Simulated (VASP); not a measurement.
All values below come from modified Becke-Johnson potential (mBJ), VASP's PBE PAW potentials (set 64) (plane waves; VASP 6.6.1).

Input for VASP

POSCAR:
```
SnTe
1
    0.0000000000     3.2032376945     3.2032376945
    3.2032376945     0.0000000000     3.2032376945
    3.2032376945     3.2032376945     0.0000000000
Sn Te
1 1
Direct
  0.0000000000   0.0000000000   0.0000000000
  0.5000000000   0.5000000000   0.5000000000
```

### KPOINTS_OPT
```
k-points along high-symmetry lines
11
Line-mode
Reciprocal
  0.000000   0.000000   0.000000 ! GAMMA
  0.500000   0.000000   0.500000 ! X

  0.500000   0.000000   0.500000 ! X
  0.625000   0.250000   0.625000 ! U

  0.375000   0.375000   0.750000 ! K
  0.000000   0.000000   0.000000 ! GAMMA

  0.000000   0.000000   0.000000 ! GAMMA
  0.500000   0.500000   0.500000 ! L

  0.500000   0.500000   0.500000 ! L
  0.500000   0.250000   0.750000 ! W

  0.500000   0.250000   0.750000 ! W
  0.500000   0.000000   0.500000 ! X
```

**KPOINTS**
```
Automatic mesh
0
Gamma
6 6 6
0 0 0
```

### INCAR
```
# general
SYSTEM =SnTe
PREC   =Accurate
ENCUT  =520   # plane-wave cut-off (eV)
LREAL  =F   # projection in real space or not
LASPH  =T

# electronic loop
EDIFF  =1E-6   # SCF stop (eV)
NELM   =200   # most electronic steps
ALGO   =Normal
LMAXMIX=4
LMIXTAU=T

# smearing
ISMEAR =0   # Gaussian
SIGMA  =0.05   # width (eV)

# functional
METAGGA=MBJ

# ions
ISIF   =0

# output
LWAVE  =F
LCHARG =F
```

POTCAR, in this order: Sn_d Te (PBE.64 set). Program: vasp_std. Read from the step before: WAVECAR.

**Question.** What will the output report for the number of irreducible k-points (NKPTS), largest plane-wave count, number of space-group operations, FFT grid (NGX, NGY, NGZ)?

**Answer.** 
```yaml
number of irreducible k-points (NKPTS): 16
largest_plane_wave_count: 1807
number_of_space_group_operations: 48
FFT grid (NGX, NGY, NGZ): 36 × 36 × 36
```

The compound is SnTe in the rock salt structure, which distorts at low temperature. It was relaxed first. The cell's shape comes from a PBE relaxation.
